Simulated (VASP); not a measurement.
```yaml
crystal:
  lattice:
    - [0.00000, 2.48794, 2.48794]
    - [2.48794, 0.00000, 2.48794]
    - [2.48794, 2.48794, 0.00000]
  atoms:
    - { symbol: Ga, position: [0.00000, 0.00000, 0.00000] }
    - { symbol: P, position: [0.25000, 0.25000, 0.25000] }
```

Computed with PBE GGA, VASP's PBE PAW potentials (set 64) (plane waves; VASP 6.6.1). Settings: 500 eV cut-off, 9×9×9 Γ-centred mesh, Gaussian smearing of 0.050 eV, potentials Ga_d P.

Task: Estimate the energy per atom (σ→0), pressure.

Result: 
| Quantity | Result |
|---|---|
| energy per atom (σ→0) | -3.977 eV/atom |
| pressure | 44.90 GPa |

The absolute energy has meaning only against runs of the same code, potentials and settings.

The compound is GaP in the zinc blende structure. It was relaxed first under an external pressure of 45 GPa.
